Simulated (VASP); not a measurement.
OSZICAR of a VASP run on SiO2 (rutile):

File OSZICAR:
```
       N       E                     dE             d eps       ncg     rms          rms(c)
DAV:   1     0.168409502111E+03    0.16841E+03   -0.18256E+04  2000   0.154E+03
DAV:   2    -0.433441993094E+02   -0.21175E+03   -0.20557E+03  2684   0.324E+02
DAV:   3    -0.508313213080E+02   -0.74871E+01   -0.74612E+01  2400   0.653E+01
DAV:   4    -0.508919876731E+02   -0.60666E-01   -0.60579E-01  2352   0.674E+00
DAV:   5    -0.508926861817E+02   -0.69851E-03   -0.69841E-03  2336   0.700E-01    0.170E+01
DAV:   6    -0.462689215649E+02    0.46238E+01   -0.18602E+01  2232   0.304E+01    0.757E+00
DAV:   7    -0.462959315757E+02   -0.27010E-01   -0.49935E-01  2368   0.504E+00    0.289E+00
DAV:   8    -0.463101537082E+02   -0.14222E-01   -0.18170E-02  2244   0.139E+00    0.109E+00
DAV:   9    -0.463168149494E+02   -0.66612E-02   -0.83877E-03  2328   0.988E-01    0.268E-01
DAV:  10    -0.463170495166E+02   -0.23457E-03   -0.86130E-04  2360   0.243E-01    0.505E-02
DAV:  11    -0.463170037180E+02    0.45799E-04   -0.20124E-04  2292   0.108E-01    0.762E-03
DAV:  12    -0.463170052841E+02   -0.15661E-05   -0.11468E-05  2364   0.248E-02    0.525E-03
DAV:  13    -0.463170050387E+02    0.24538E-06   -0.21477E-06  2328   0.111E-02    0.309E-03
DAV:  14    -0.463170050769E+02   -0.38164E-07   -0.54878E-08  1336   0.208E-03
   1 F= -.46317005E+02 E0= -.46317005E+02  d E =0.000000E+00
```

Task: Which electronic solver shows in the log?

Result: It is blocked Davidson (ALGO = Normal, or the opening steps of other solvers). The INCAR had ALGO = Normal.

Task: Can the final energy be trusted as converged?

Result: Self-consistency was reached. It stopped with EDIFF = 1E-7, NELM = 100 (PBE GGA, plane waves, VASP's PBE PAW potentials (set 64)).

The compound is SiO2 in the rutile structure, stishovite, a high-pressure form. It was relaxed first.
